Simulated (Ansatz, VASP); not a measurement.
# Pd in two plane-wave programs

One calculation is typed for both programs; each brings its own data sets and cutoff. How far apart do they land? The cell is taken from a series of VASP runs on this material, whose earlier steps may have relaxed, scaled or displaced it; both programs get it as it stands.

Calculated with Ansatz 0.2.0; plane waves, with VASP 6.6.1 beside it; relaxation of cell and atoms at PBE.

### Step 1. The structure

It takes space group Fm-3m (No. 225, cubic). The conventional cell has a = 3.939 Å, b = 3.939 Å, c = 3.939 Å, α = 90.00°, β = 90.00°, γ = 90.00°. Nearest to Pd lie 12 Pd at 2.79 Å.

### Step 2. VASP: relaxation of cell and atoms, PBE

The relaxed volume is the usual yardstick between codes: its relative difference is about their pressure difference at one cell divided by the bulk modulus.

Lines of VASP's logs that name or quote its potential files are left out, and so is its time.

File INCAR:

```
SYSTEM = Pd
PREC = Accurate
ENCUT = 520
EDIFF = 1E-07
NELM = 100
ISMEAR = 1
SIGMA = 0.15
LREAL = .FALSE.
ALGO = Normal
GGA = PE
NBANDS = 11
LASPH = .TRUE.
LORBIT = 11
LWAVE = .FALSE.
LCHARG = .FALSE.
KPAR = 4
IBRION = 2
NSW = 50
ISIF = 3
EDIFFG = -0.005
```

File POSCAR:

```
Pd
1.0
    0.0000000000      1.9696549176      1.9696549176
    1.9696549176      0.0000000000      1.9696549176
    1.9696549176      1.9696549176      0.0000000000
Pd
1
Direct
    0.0000000000      0.0000000000      0.0000000000
```

File KPOINTS:

```
Automatic mesh
0
Gamma
20 20 20
0 0 0
```

Potentials, in the order of the species: Pd (PBE family, release 64).

On the command line:

```console
> mpirun -np 4 vasp_std
```

Numbers of over 12 decimals in the logs are rounded to 6 here.

What it wrote:

```text
[banner, memory and clock lines left out]
running    4 mpi-ranks, on    1 nodes
 distrk:  each k-point on    1 cores,    4 groups
 distr:  one band on    1 cores,    1 groups

 POSCAR found type information on POSCAR Pd
 POSCAR found :  1 types and       1 ions
 LDA part: xc-table for (Slater+PW92), standard interpolation
 POSCAR, INCAR and KPOINTS ok, starting setup
 FFT: planning ... GRIDC
 FFT: planning ... GRID_SOFT
 FFT: planning ... GRID
 WAVECAR not read
 entering main loop
       N       E                     dE             d eps       ncg     rms          rms(c)
DAV:   1     0.425119439586E+02    0.42512E+02   -0.50828E+03  5672   0.846E+02
DAV:   2    -0.490673223516E+01   -0.47419E+02   -0.45878E+02  6392   0.182E+02
DAV:   3    -0.548807874070E+01   -0.58135E+00   -0.57942E+00  6688   0.215E+01
DAV:   4    -0.549091863310E+01   -0.28399E-02   -0.28395E-02  6763   0.158E+00
DAV:   5    -0.549095278537E+01   -0.34152E-04   -0.34152E-04  7336   0.156E-01    0.700E+00
DAV:   6    -0.522653961597E+01    0.26441E+00   -0.11420E+00  6883   0.861E+00    0.341E+00
DAV:   7    -0.521829122177E+01    0.82484E-02   -0.12192E-02  7222   0.782E-01    0.184E+00
DAV:   8    -0.521503308717E+01    0.32581E-02   -0.10223E-03  6959   0.252E-01    0.672E-02
DAV:   9    -0.521502514293E+01    0.79442E-05   -0.58249E-05  7346   0.646E-02    0.200E-02
DAV:  10    -0.521502954741E+01   -0.44045E-05   -0.54409E-06  6854   0.211E-02    0.650E-03
DAV:  11    -0.521502892046E+01    0.62694E-06   -0.11155E-07  7046   0.341E-03    0.387E-04
DAV:  12    -0.521502892824E+01   -0.77778E-08   -0.27776E-09  4541   0.417E-04
   1 F= -.52150289E+01 E0= -.52138992E+01  d E =-.521503E+01
 curvature:   0.00 expect dE= 0.000E+00 dE for cont linesearch  0.000E+00
 trial: gam= 0.00000 g(F)=  0.880E-64 g(S)=  0.294E-06 ort = 0.000E+00 (trialstep = 0.100E+01)
 search vector abs. value=  0.294E-06
 reached required accuracy - stopping structural energy minimisation
```

OUTCAR, selected parts (step 2):

```text
ion  position               nearest neighbor table
   1  0.000  0.000  0.000-

  LATTYP: Found a face centered cubic cell.
 ALAT       =     3.9393098352

 Subroutine GETGRP returns: Found 48 space group operations
 (whereof 48 operations were pure point group operations)

The static configuration has the point symmetry O_h .

 Found    256 irreducible k-points:

   k-points           NKPTS =    256   k-points in BZ     NKDIM =    256   number of bands    NBANDS=     11

   dimension x,y,z NGX =    24 NGY =   24 NGZ =   24
   dimension x,y,z NGXF=    48 NGYF=   48 NGZF=   48

   ENCUT  =  520.0 eV  38.22 Ry    6.18 a.u.   5.18  5.18  5.18*2*pi/ulx,y,z

   NELECT =      10.0000    total number of electrons

 k-points in reciprocal lattice and weights: Automatic mesh
   0.00000000  0.00000000  0.00000000       0.000
   0.05000000  0.00000000  0.00000000       0.001
   0.10000000  0.00000000  0.00000000       0.001
   0.15000000  0.00000000  0.00000000       0.001
   0.20000000  0.00000000  0.00000000       0.001
   0.25000000  0.00000000  0.00000000       0.001
   0.30000000  0.00000000  0.00000000       0.001
   0.35000000  0.00000000  0.00000000       0.001
   0.40000000  0.00000000  0.00000000       0.001
[...]
-0.30000000  0.50000000  0.20000000       0.002
  -0.25000000  0.50000000  0.25000000       0.001

 average (electrostatic) potential at core
       1 -71.0093

 E-fermi :   9.1725

 k-point     1 :       0.0000    0.0000    0.0000
  band No.  band energies     occupation
    ...
      2       6.5072      2.00000
      3       6.5072      2.00000
      4       6.5072      2.00000
      5       8.0270      2.00000
      6       8.0270      2.00000
      7      26.3644      0.00000
      8      30.9411      0.00000
      9      30.9411      0.00000
     10      30.9411      0.00000
     11      35.4966      0.00000

 k-point     2 :       0.0500    0.0000    0.0000
  band No.  band energies     occupation
    ...
      2       6.4765      2.00000
      3       6.5375      2.00000
      4       6.5375      2.00000
      5       8.0125      2.00000
      6       8.0125      2.00000
      7      26.4530      0.00000
      8      30.3089      0.00000
      9      31.0369      0.00000
     10      31.0369      0.00000
     11      35.5872      0.00000

 k-point     3 :       0.1000    0.0000    0.0000
  band No.  band energies     occupation
    ...
      2       6.3968      2.00000
      3       6.6191      2.00000
      4       6.6191      2.00000
      5       7.9795      2.00000
      6       7.9795      2.00000
      7      26.6556      0.00000
      8      28.9744      0.00000
      9      31.3103      0.00000
     10      31.3103      0.00000
     11      35.8575      0.00000

  Total        0.0014245      0.0014245      0.0014245     -0.0000000      0.0000000      0.0000000
  in kB        0.1493412      0.1493412      0.1493412     -0.0000000      0.0000000      0.0000000
  external PRESSURE =       0.1493412 kB  Pullay stress =       0.0000000 kB

  energy-cutoff  :      520.00
  volume of cell :       15.28
      direct lattice vectors                 reciprocal lattice vectors
     0.000000000  1.969654918  1.969654918    -0.253851573  0.253851573  0.253851573
     1.969654918  0.000000000  1.969654918     0.253851573 -0.253851573  0.253851573
     1.969654918  1.969654918  0.000000000     0.253851573  0.253851573 -0.253851573

 POSITION                                       TOTAL-FORCE (eV/Angst)
 -----------------------------------------------------------------------------------
      0.00000      0.00000      0.00000         0.000000     -0.000000      0.000000
 -----------------------------------------------------------------------------------
    total drift:                               -0.000000     -0.000000     -0.000000

  FREE ENERGIE OF THE ION-ELECTRON SYSTEM (eV)
  ---------------------------------------------------
  free  energy   TOTEN  =        -5.2150289282 eV

  energy  without entropy=       -5.2116396976  energy(sigma->0) =       -5.21389918

 reached required accuracy - stopping structural energy minimisation

 total charge
# of ion       s       p       d       tot
------------------------------------------
    1        0.473   0.442   8.453   9.368

[... 3 further parts left out ...]
```

CONTCAR:

```
Pd
   1.00000000000000
     0.0000000000000000    1.9696549176000000    1.9696549176000000
     1.9696549176000000    0.0000000000000000    1.9696549176000000
     1.9696549176000000    1.9696549176000000    0.0000000000000000
  Pd
     1
Direct
     0.0000000000000000    0.0000000000000000    0.0000000000000000
```

### Step 3. Ansatz: relaxation of cell and atoms, PBE

Ansatz runs on its default PAW (the set named soft_2) files.

The same cell, functional, mesh and smearing now go to Ansatz, which takes its cutoff from its data sets.

File input.yaml:

```yaml
crystal:
  lattice:
    - [0.0, 1.9696549176, 1.9696549176]
    - [1.9696549176, 0.0, 1.9696549176]
    - [1.9696549176, 1.9696549176, 0.0]
  atoms:
    - { symbol: Pd, position: [0.0, 0.0, 0.0] }
hamiltonian:
  xc: pbe
  pseudopotentials: { kind: paw }
kpoints:
  mp_grid: { grid: [20, 20, 20] }
scf:
  occupations: { method: methfessel_paxton, width: 0.15 }
relax:
  f_tol: 0.01
  max_steps: 60
  cell: { stress_tol: 0.05 }
output:
  forces: true
  stress: true
```

On the command line:

```console
> ansatz run input.yaml --threads 4 --pin off --max-ram 9216MiB --backend cpu --events-out ev --progress --plain --runs-dir out
```

What it wrote:

```text
Engine: ansatz 0.2.0, x86_64-unknown-linux-gnu
Pseudopotentials: kind: paw
Pseudopotential: Pd, paw, valence charge 18, recommended cutoff 420 eV (normal), Pd.paw.azcp
Functional definition: PBE
  parameter kappa = 0.804
  parameter beta = 0.066725
  exchange = pbe_x(kappa = kappa, mu = beta*pi^2/3)
  correlation = pbe_c(beta = beta)
Crystal: 1 atoms, lattice volume = 15.283 Å³
Basis set: ecut = 420 eV, 307 PW (Γ), exchange–correlation on 40×40×40 points (8 copies of the dense FFT grid, shifted against one another)
Bands: 13, of which v1, the nominal top of the filled ones, is band 9 counted from 1 (8 counted from 0)
Symmetry: 48 space group operations
Space group: Fm-3m (ITA 225), of the structure as read, at distance tolerance 2.5e-5 Å
k-points: 256 of 8000
Non-local potential: Pd, projectors of the file, l = 0: 2, l = 1: 2, l = 2: 2, l = 3: 1
PAW form: soft (Blöchl's): semilocal exchange-correlation on the pseudo side does not see the compensation charge
PAW one-centre angular grid: Pd, 590 points (default); XC on 64 Gauss nodes
Initial density: superposition of atomic densities (neutral atoms: chi_scale 0, normalization atom), corrected by the library's trained network
Initial wavefunctions: pseudopotential atomic-orbital guess
Functional: x = pbe(κ = 0.804, μ = 0.219515), c = pbe(β = 0.066725)
SCF iter   1: F=—  HF=-6972.846841 eV  |F-HF|=—  |Δ(HF+E_count)|=         —  Δρ=4.87e-3  dr2=1.04e-3  ethr=1.77e-3  ⟨swp⟩=4.9  Hψ=18993  notcnv=0
preconditioner: auto → none  [metal: Δε(μ)=0.002 eV  Ē_g=13.891 eV  σ=0.150 eV  W_gap=0.01  n_scr=8 (ndim 8)  ℏωp=30.0 eV  f_vac=0.000  D(μ)=2.93/eV (n_scr^D=58)  sad-step TF]
SCF iter   2: F=—  HF=-6972.846724 eV  |F-HF|=—  |Δ(HF+E_count)|=   1.18e-4  S|Δr|=    0.00e0  Δρ=2.43e-3  dr2=1.71e-4  ethr=5.78e-6  ⟨swp⟩=1.2  Hψ=5472  notcnv=0
SCF iter   3: F=—  HF=-6972.846828 eV  |F-HF|=—  |Δ(HF+E_count)|=   1.05e-4  S|Δr|=    0.00e0  Δρ=6.87e-4  dr2=5.96e-5  ethr=9.52e-7  ⟨swp⟩=1.4  Hψ=4076  notcnv=0
SCF iter   4: F=—  HF=-6972.846817 eV  |F-HF|=—  |Δ(HF+E_count)|=   1.18e-5  S|Δr|=    0.00e0  Δρ=9.91e-5  dr2=5.29e-7  ethr=3.31e-7  ⟨swp⟩=2.1  Hψ=4458  notcnv=0
SCF iter   5: F=—  HF=-6972.846817 eV  |F-HF|=—  |Δ(HF+E_count)|=   6.50e-7  S|Δr|=    0.00e0  Δρ=3.63e-5  dr2=1.24e-7  ethr=5.56e-10  ⟨swp⟩=4.0  Hψ=10483  notcnv=0
SCF iter   6: F=-6972.846817 eV  HF=-6972.846817 eV  |F-HF|=5.65e-9  |Δ(HF+E_count)|=   2.42e-8  S|Δr|=    0.00e0  Δρ=9.91e-6  dr2=9.95e-9  ethr=5.56e-10  ⟨swp⟩=3.0  Hψ=9047  notcnv=0
SCF 1 converged in 6 iterations: F = -6972.846817 eV  dr2 = 9.95e-9
  greatest PAW one-centre occupation: 0.999 electrons in one spin orbital (limit 2), on the Pd atom at site 0 (counted from 0), in its partial waves of l = 0
relax step   1: F+E_penalty+E_count = -6972.84681717 eV  Δ(F+E_penalty+E_count) = +0.000e0 eV  max|allowed force component| = 0.000e0 eV/Å  Δτ_max = 0.0000 Å  P = +0.306 GPa  Ω = 15.283 Å³  (6 SCF iters, dr2 threshold 1.00e-7 eV, accepted)
[...]
relax step   2: F+E_penalty+E_count = -6972.84680917 eV  Δ(F+E_penalty+E_count) = +8.002e-6 eV  max|allowed force component| = 0.000e0 eV/Å  Δτ_max = 0.0000 Å  P = -0.229 GPa  Ω = 15.332 Å³  energy of the carried Pulay correction = -1.947e-5 eV  (4 SCF iters, dr2 threshold 1.00e-7 eV, accepted)
[...]
relax step   3: F+E_penalty+E_count = -6972.84683253 eV  Δ(F+E_penalty+E_count) = -2.336e-5 eV  max|allowed force component| = 0.000e0 eV/Å  Δτ_max = 0.0000 Å  P = -0.000 GPa  Ω = 15.311 Å³  energy of the carried Pulay correction = -1.113e-5 eV  (3 SCF iters, dr2 threshold 1.00e-7 eV, accepted)
[...]
relax step   4: F+E_penalty+E_count = -6972.84684211 eV  Δ(F+E_penalty+E_count) = -9.584e-6 eV  max|allowed force component| = 0.000e0 eV/Å  Δτ_max = 0.0000 Å  P = -0.002 GPa  Ω = 15.311 Å³  stress off target by 1.67e-3 GPa  SCF on the basis re-selected at this cell (its energy is not comparable with the rows above)  (5 SCF iters)
basis re-selected at this cell: Δ(F+E_penalty+E_count) = -9.584e-6 eV, ΔP = -0.001 GPa vs the last step (what re-selecting the basis moved, of the pressure what is left beyond the Pulay correction that the steps carried, after the strain that the cell walked since its last selection, with what the two solves' SCF thresholds leave and, on support functions, any second-order correction that the steps lacked; it is no measure of the basis error at this ecutwfc). This SCF's stress stands 1.67e-3 GPa from its target on what of the cell is left free (relax.cell.stress_tol is 5.00e-2 GPa) and its largest allowed force component is 0.00e0 eV/Å (relax.f_tol is 1.00e-2 eV/Å): [rest of the remark cut]
SCF converged after 5 iterations
Stability not checked: this state was not tested for a lower state beside it, because cold or Methfessel-Paxton smearing, or corrected tetrahedra, fill the levels in a way that the test cannot read (fill_not_monotonic; see scf.lower_state_search)
Free energy (F): -6972.846842 eV
Harris-Foulkes:  -6972.846842 eV  (|F-HF|=1.82e-12)
Internal energy: -6972.843482 eV  (E = F + TS)
E sigma→0 (E₀):  -6972.846002 eV
Entropy (-TS):   -0.003360 eV (-3.360 meV/atom)
Fermi energy:    18.821547 eV
--- Per-component energies (eV) ---
  E_band       = -151.722778
  E_kinetic    = 513.100367
  E_local      = -1800.864350  (includes V_loc(G=0)·N_el)
  E_nonlocal   = 217.169139
  E_hartree    = 729.777121
  E_xc         = -168.484558
  E_vxc        = -211.365337  (∫ρ·V_xc dr)
  E_paw        = -3750.170614  (= ΣΔE_a)
  E_vpaw       = -329.317002  (= ΣTr[D̂ρ^β])
  E_aug_tail   = 0.000198  (compensation charges beyond the density's cutoff)
  E_ewald      = -2713.370786
  E_smearing   = -0.003360  (= −TS)
  E_closure    = -0.000000  (closes the sum)
  Σ components = -6972.846842   (vs F -6972.846842, Δ=0.00e0)
--- Forces (eV/Å), atoms counted from 1 ---
  atom   1  Pd     0.00000000    -0.00000000     0.00000000
  max |Σ_I F_I| component: 1.34e-32 eV/Å
--- Stress (GPa, compression-positive) ---
       -0.001673      -0.000000      -0.000000
       -0.000000      -0.001673      -0.000000
       -0.000000      -0.000000      -0.001673
  P = ⅓ Tr σ = -0.0017 GPa (-0.017 kbar)
--- Relaxed structure (3 steps of the walk, 3 accepted, 1 SCFs on fresh bases) ---
  F+E_penalty+E_count = -6972.84684211 eV   max|allowed force component| = 0.000e0 eV/Å   (the final SCF, on the basis selected at the relaxed cell)
  cell:  # Å, volume = 15.3106 Å³
    - [0, 1.970852, 1.970852]
    - [1.970852, 0, 1.970852]
    - [1.970852, 1.970852, 0]
  atoms:
    - { symbol: Pd, position: [0.0, 0.0, 0.0] }
```

Run time: 1.9 s. Hardware: 4 threads of Intel Xeon Platinum 8488C (Sapphire Rapids), shared host; peak memory 0.4 GiB; 6 s of CPU time.

### Step 4. Differences

Known differences besides the potentials themselves: both relaxations stop at a tolerance, which leaves soft axes loose, and VASP keeps its plane-wave basis; the data sets hold 18 valence electrons in Ansatz (default PAW (the set named soft_2) files) and 10 in VASP; the cutoff is 420 eV in Ansatz and 520 eV in VASP; Ansatz adds a Pulay correction to the stress that steers its cell, VASP none. Total energies have different zeros and are not compared.

Compared:

```csv
quantity,Ansatz,VASP,difference
volume (Å³),15.31,15.28,+0.18 %
"edge a after relaxation, in the typed setting (Å)",2.787,2.785,+0.06 %
```

The walks stopped with 0.00 GPa left in Ansatz and 0.01 GPa in VASP; each walk ends within a tolerance, so the volume difference is uncertain by about these residues over the bulk modulus, most in soft cells.

### Step 5. Summary of results

* difference in volume (relaxation of cell and atoms, PBE): 0.18 %

**Reading.** The difference in volume is 0.18 % (relaxation of cell and atoms, PBE), within the 1.2 % picked in this series as the mark of a large difference, as far as the stopping tolerances let one tell. Such differences can come from data sets, numerical settings and the points named under the comparisons, not from the functional's error against experiment.

[Lines on the potential files, build, host, timing and source positions are cut from VASP's logs without a mark.]

[Logs are printed without paths, hosts, clocks, repeated set-up lines and the standing remarks that a program may print on its own settings, such as how far it seeks lower states.]

[Hosts, paths, dates, database ids (printed as entryN), source tags and the programs' standing remarks are cut or masked in the printed files.]
